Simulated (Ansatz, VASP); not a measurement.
**HfGe3: VASP beside Ansatz**

The input INCAR:

```
SYSTEM = HfGe3
ALGO = Fast
EDIFF = 1E-7
ENCUT = 520
GGA = PE
ISIF = 2
ISMEAR = 0
LASPH = .TRUE.
LCHARG = .FALSE.
LREAL = .FALSE.
LWAVE = .FALSE.
NBANDS = 62
NELM = 100
PREC = Accurate
SIGMA = 0.1
```

The input KPOINTS:

```
k-points
0
G
  4 4 4
  0 0 0
```

Contents of POSCAR:

```
HfGe3
1.0
    4.7261810983      0.0000000000      0.0000000000
    0.0000000000      5.8788813940      0.0000000000
    0.0000000000      0.0000000000      4.9734237737
Hf Ge
2 6
Direct
    0.0000000000      0.0000000000      0.6700000000
    0.5000000000      0.5000000000      0.3300000000
    0.0000000000      0.2500000000      0.1670000000
    0.0000000000      0.7500000000      0.1670000000
    0.5000000000      0.7500000000      0.8330000000
    0.5000000000      0.2500000000      0.8330000000
    0.5000000000      0.0000000000      0.3300000000
    0.0000000000      0.5000000000      0.6700000000
```

Input for Ansatz:

```yaml
crystal:
  lattice:
    - [4.7261810983, 0.0, 0.0]
    - [0.0, 5.878881394, 0.0]
    - [0.0, 0.0, 4.9734237737]
  atoms:
    - { symbol: Hf, position: [0.0, 0.0, 0.67] }
    - { symbol: Hf, position: [0.5, 0.5, 0.33] }
    - { symbol: Ge, position: [0.0, 0.25, 0.167] }
    - { symbol: Ge, position: [0.0, 0.75, 0.167] }
    - { symbol: Ge, position: [0.5, 0.75, 0.833] }
    - { symbol: Ge, position: [0.5, 0.25, 0.833] }
    - { symbol: Ge, position: [0.5, 0.0, 0.33] }
    - { symbol: Ge, position: [0.0, 0.5, 0.67] }
basis:
  ecutwfc: 420
kpoints:
  mp_grid: { grid: [4, 4, 4] }
hamiltonian:
  xc: pbe
scf:
  occupations: { method: gaussian, width: 0.1 }
  lower_state_search: "off"
output:
  forces: true
  stress: true
  eigenvalues: true
```

Alike in both runs: task single point; functional PBE; k mesh 4 × 4 × 4; occupations gaussian, width 0.1 eV; no spin polarisation.

|  | VASP | Ansatz |
| --- | --- | --- |
| version | VASP 6.6.1 | Ansatz 0.2.0 |
| potentials or method | VASP PAW PBE potentials, release 64 (Hf_pv, Ge_d) | scalar-relativistic, plane waves, PAW |
| plane-wave cutoff (eV) | 520 | 420 |
| valence electrons in the cell | 104 | 136 |

```csv
,VASP,Ansatz,Ansatz less VASP
gap on the k mesh at the Fermi level (eV),none,none,-
pressure (GPa),6.7,6.9,+0.19
largest component of the traceless stress (GPa),10.02,10.02,+0.005
rms of the force components (eV/Å),0.299,0.300,+0.0006
```

Atom by atom the forces differ by 0.004 eV/Å (rms over components). A gap of «none» marks a metal or a gap that the smearing closes. The two sets of potentials don't hold the same shells in valence.

Spin-orbit coupling is left out, which matters for the levels of Hf.
